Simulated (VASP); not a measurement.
Calculation: revTPSS meta-GGA, VASP's PBE PAW potentials (set 64) (plane waves; VASP).

The input files of a VASP run:

**POSCAR**
```
KF
1
    0.0000000000     2.6750000000     2.6750000000
    2.6750000000     0.0000000000     2.6750000000
    2.6750000000     2.6750000000     0.0000000000
K F
1 1
Direct
  0.0000000000   0.0000000000   0.0000000000
  0.5000000000   0.5000000000   0.5000000000
```

### KPOINTS
```
Automatic mesh
0
Gamma
8 8 8
0 0 0
```

INCAR:
```
SYSTEM=KF
PREC=Accurate; ENCUT=520; LREAL=.False.
LASPH=.True.
EDIFF=1E-6; NELM=100; ALGO=Normal
LMIXTAU=.True.
ISMEAR=0; SIGMA=0.05
METAGGA=RTPSS
IBRION=2; NSW=60; ISIF=3
EDIFFG=-0.01
LWAVE=.False.; LCHARG=.False.
```

POTCAR, in this order: K_sv F (PBE.64 set). Program: vasp_std.

Output

File OUTCAR:
```
 ion  position               nearest neighbor table
   1  0.000  0.000  0.000-   2 2.67   2 2.67   2 2.67   2 2.67   2 2.67   2 2.67
   2  0.500  0.500  0.500-   1 2.67   1 2.67   1 2.67   1 2.67   1 2.67   1 2.67
  LATTYP: Found a face centered cubic cell.
 ALAT       =     5.3500000000
 Subroutine PRICEL returns:
 Original cell was already a primitive cell.
 Subroutine GETGRP returns: Found 48 space group operations
The static configuration has the point symmetry O_h .
The dynamic configuration has the point symmetry O_h .
 Subroutine INISYM returns: Found 48 space group operations
 Subroutine IBZKPT returns following result:
 Found     29 irreducible k-points:

 Following reciprocal coordinates:
            Coordinates               Weight
  0.000000  0.000000  0.000000      1.000000
  0.125000  0.000000  0.000000      8.000000
  0.250000  0.000000  0.000000      8.000000
  0.375000  0.000000  0.000000      8.000000
  0.500000  0.000000  0.000000      4.000000
  0.125000  0.125000  0.000000      6.000000
  0.250000  0.125000  0.000000     24.000000
  0.375000  0.125000  0.000000     24.000000
  0.500000  0.125000  0.000000     24.000000
...
```

OSZICAR:
```
       N       E                     dE             d eps       ncg     rms          rms(c)
DAV:   1     0.146259947535E+03    0.14626E+03   -0.92193E+03   696   0.159E+03
DAV:   2     0.775366142550E+01   -0.13851E+03   -0.12473E+03  1104   0.388E+02
DAV:   3     0.375956508215E+00   -0.73777E+01   -0.73142E+01   880   0.874E+01
DAV:   4     0.945626042915E-01   -0.28139E+00   -0.28038E+00  1148   0.187E+01
DAV:   5     0.910161328143E-01   -0.35465E-02   -0.35459E-02   836   0.177E+00    0.104E+02
DAV:   6    -0.954335313120E+01   -0.96344E+01   -0.19371E+02   696   0.241E+02    0.403E+01
DAV:   7    -0.104763351637E+02   -0.93298E+00   -0.32420E+00  1040   0.173E+01    0.263E+01
DAV:   8    -0.101096645146E+02    0.36667E+00   -0.11363E+00   880   0.100E+01    0.157E+01
DAV:   9    -0.104016792147E+02   -0.29201E+00   -0.41178E-01   856   0.881E+00    0.126E+01
DAV:  10    -0.105511660120E+02   -0.14949E+00   -0.72286E-01   704   0.771E+00    0.372E+00
DAV:  11    -0.104324281531E+02    0.11874E+00   -0.12840E-01   716   0.420E+00    0.128E+00
DAV:  12    -0.104356082365E+02   -0.31801E-02   -0.10855E-02  1128   0.106E+00    0.911E-01
DAV:  13    -0.104343313751E+02    0.12769E-02   -0.52486E-03   720   0.848E-01    0.174E-01
DAV:  14    -0.104362193090E+02   -0.18879E-02   -0.11179E-03  1096   0.403E-01    0.108E-01
DAV:  15    -0.104365092865E+02   -0.28998E-03   -0.61147E-04  1128   0.272E-01    0.594E-02
DAV:  16    -0.104365779884E+02   -0.68702E-04   -0.81455E-05  1208   0.975E-02    0.229E-02
DAV:  17    -0.104365848442E+02   -0.68558E-05   -0.11733E-04   796   0.127E-01    0.156E-02
DAV:  18    -0.104366048242E+02   -0.19980E-04   -0.23011E-05   772   0.543E-02    0.185E-02
DAV:  19    -0.104366055764E+02   -0.75216E-06   -0.16152E-06   684   0.137E-02
   1 F= -.10436606E+02 E0= -.10436606E+02  d E =-.104366E+02
       N       E                     dE             d eps       ncg     rms          rms(c)
DAV:   1    -0.104507525001E+02   -0.14148E-01   -0.31098E-01   844   0.621E+00    0.935E-01
DAV:   2    -0.104374063582E+02    0.13346E-01   -0.62602E-02   816   0.239E+00    0.243E-01
DAV:   3    -0.104371866251E+02    0.21973E-03   -0.39601E-03  1196   0.703E-01    0.186E-01
DAV:   4    -0.104372594869E+02   -0.72862E-04   -0.18834E-03  1096   0.356E-01    0.106E-01
DAV:   5    -0.104370039729E+02    0.25551E-03   -0.76644E-04   768   0.287E-01    0.755E-02
DAV:   6    -0.104374591659E+02   -0.45519E-03   -0.75887E-04   776   0.255E-01    0.258E-02
DAV:   7    -0.104375224931E+02   -0.63327E-04   -0.40467E-05   844   0.576E-02    0.975E-03
DAV:   8    -0.104375327577E+02   -0.10265E-04   -0.25098E-05   828   0.466E-02    0.283E-03
DAV:   9    -0.104375318725E+02    0.88519E-06   -0.19743E-06   796   0.189E-02
   2 F= -.10437532E+02 E0= -.10437532E+02  d E =-.926296E-03
       N       E                     dE             d eps       ncg     rms          rms(c)
DAV:   1    -0.104439544814E+02   -0.64217E-02   -0.14738E-01   840   0.428E+00    0.645E-01
DAV:   2    -0.104376350022E+02    0.63195E-02   -0.29839E-02   812   0.165E+00    0.167E-01
DAV:   3    -0.104375214376E+02    0.11356E-03   -0.18767E-03  1196   0.482E-01    0.126E-01
DAV:   4    -0.104375504644E+02   -0.29027E-04   -0.89095E-04  1088   0.245E-01    0.722E-02
DAV:   5    -0.104374200284E+02    0.13044E-03   -0.36825E-04   768   0.198E-01    0.517E-02
DAV:   6    -0.104376409605E+02   -0.22093E-03   -0.36560E-04   764   0.176E-01    0.179E-02
DAV:   7    -0.104376692504E+02   -0.28290E-04   -0.19493E-05   828   0.398E-02    0.678E-03
DAV:   8    -0.104376733154E+02   -0.40650E-05   -0.11857E-05   804   0.319E-02    0.190E-03
DAV:   9    -0.104376725439E+02    0.77148E-06   -0.83718E-07   520   0.130E-02
   3 F= -.10437673E+02 E0= -.10437673E+02  d E =-.106697E-02
```

### OUTCAR
```
------------------------ aborting loop because EDIFF is reached ----------------------------------------
  FORCE on cell =-STRESS in cart. coord.  units (eV):
  Direction    XX          YY          ZZ          XY          YZ          ZX
  --------------------------------------------------------------------------------------
  Total       -0.0036424     -0.0036424     -0.0036424      0.0000000     -0.0000000      0.0000000
  in kB       -0.1498857     -0.1498857     -0.1498857      0.0000000     -0.0000000      0.0000000
  external PRESSURE =      -0.1498857 kB  Pullay stress =       0.0000000 kB
  volume of cell :       38.93
      direct lattice vectors                 reciprocal lattice vectors
    -0.000000000  2.690106251  2.690106251    -0.185866265  0.185866265  0.185866265
     2.690106251  0.000000000  2.690106251     0.185866265 -0.185866265  0.185866265
     2.690106251  2.690106251  0.000000000     0.185866265  0.185866265 -0.185866265
  FREE ENERGIE OF THE ION-ELECTRON SYSTEM (eV)
  ---------------------------------------------------
  free  energy   TOTEN  =       -10.4376725439 eV

  energy  without entropy=      -10.4376725439  energy(sigma->0) =      -10.43767254

 reached required accuracy - stopping structural energy minimisation
```
(Selected blocks of OUTCAR.)

File CONTCAR:
```
KF
   1.00000000000000
    -0.0000000000000000    2.6901062507176885    2.6901062507176885
     2.6901062507176885    0.0000000000000000    2.6901062507176885
     2.6901062507176885    2.6901062507176885    0.0000000000000000
  K               F
     1     1
Direct
     0.0000000000000000    0.0000000000000000    0.0000000000000000
     0.5000000000000000    0.5000000000000000    0.5000000000000000
```

The compound is KF in the rock salt structure. This run relaxes it. Symmetry was kept, so distortions that lower it aren't found.
